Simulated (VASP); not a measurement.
Set up this calculation in VASP 6.6.1, as the native input.

```
Task                    : density of states
Functional              : PBE
Potentials or basis     : VASP PAW PBE potentials, release 64 (Be, Zn, Te)
Cutoff                  : 520 eV
k mesh                  : 6 × 6 × 6
Occupations             : gaussian, width 0.03 eV
Spin                    : no spin polarisation
k mesh for the DOS      : 9 × 9 × 9
Occupations for the DOS : tetrahedron
Further INCAR settings  : ALGO = Fast; EDIFF = 1e-07
```

Crystal: Be3ZnTe4.

```
Be Zn Te
1.0
    -2.90042    2.90042    5.78448
     2.90042   -2.90042    5.78448
     2.90042    2.90042   -5.78448
Be Zn Te
3 1 4
Direct
  0.50000 0.50000 0.00000
  0.75000 0.25000 0.50000
  0.25000 0.75000 0.50000
  0.00000 0.00000 0.00000
  0.13365 0.13365 0.52823
  0.60542 0.60542 0.47177
  0.86635 0.39458 0.00000
  0.39458 0.86635 0.00000
```

The cell was built by a generator and needn't be a form met in nature.

These files were run (other wordings do the same):

POSCAR

```
Be3ZnTe4                                
1.0
   -2.9004184653      2.9004184653      5.7844796317
    2.9004184653     -2.9004184653      5.7844796317
    2.9004184653      2.9004184653     -5.7844796317
  Be              Zn              Te            
     3     1     4
Direct
     0.5000000000000000    0.5000000000000000    0.0000000000000000
     0.7500000000000000    0.2500000000000000    0.5000000000000000
     0.2500000000000000    0.7500000000000000    0.5000000000000000
     0.0000000000000000    0.0000000000000000    0.0000000000000000
     0.1336518799093724    0.1336518799093724    0.5282341126009342
     0.6054177773084390    0.6054177773084390    0.4717658873990658
     0.8663481200906276    0.3945822226915610    0.0000000000000000
     0.3945822226915610    0.8663481200906276    0.0000000000000000
```

INCAR.step1

```
ALGO     = Fast           # electronic algorithm
EDIFF    = 1E-7           # SCF threshold, eV
ENCUT    = 520            # plane-wave cutoff, eV
GGA      = PE             # functional
ISIF     = 2              # what is computed and relaxed
ISMEAR   = 0              # smearing method
KPAR     = 8            
LASPH    = T              # aspherical terms in the spheres
LCHARG   = T              # write CHGCAR
LREAL    = F              # projectors in reciprocal space
LWAVE    = F              # write WAVECAR
NELM     = 60             # most SCF steps
PREC     = Accurate       # precision mode
SIGMA    = 0.03           # smearing width, eV
```

KPOINTS.step1

```
k-points
0
Gamma
  6 6 6
```

INCAR.step2

```
ALGO     = Fast           # electronic algorithm
EDIFF    = 1E-7           # SCF threshold, eV
ENCUT    = 520            # plane-wave cutoff, eV
GGA      = PE             # functional
ICHARG   = 11             # starting density
ISIF     = 2              # what is computed and relaxed
ISMEAR   = -5             # smearing method
KPAR     = 8            
LASPH    = T              # aspherical terms in the spheres
LCHARG   = F              # write CHGCAR
LORBIT   = 11             # projections on sites
LREAL    = F              # projectors in reciprocal space
LWAVE    = F              # write WAVECAR
NEDOS    = 2001           # points of the DOS
NELM     = 60             # most SCF steps
PREC     = Accurate       # precision mode
SIGMA    = 0.03           # smearing width, eV
```

KPOINTS.step2

```
k-points
0
Gamma
  9 9 9
```

Potentials or basis: VASP PAW PBE potentials, release 64 (Be, Zn, Te).

Run with:

```sh
$ cat potpaw_PBE.64/Be/POTCAR potpaw_PBE.64/Zn/POTCAR potpaw_PBE.64/Te/POTCAR > POTCAR
$ cp INCAR.step1 INCAR
$ cp KPOINTS.step1 KPOINTS
$ mpirun -np 8 vasp_std > vasp.out
$ cp INCAR.step2 INCAR
$ cp KPOINTS.step2 KPOINTS
$ mpirun -np 8 vasp_std > vasp.out
```

It gave:

| Quantity | Value |
| --- | --- |
| Valence electrons inside the program's atomic spheres | Be 0.92, 0.89; Zn 10.76; Te 3.48 |

It took 78 s on 8 MPI ranks on Intel(R) Xeon(R) 6975P-C (Granite Rapids), with other jobs on the host, peak memory 0.63 GiB a rank.
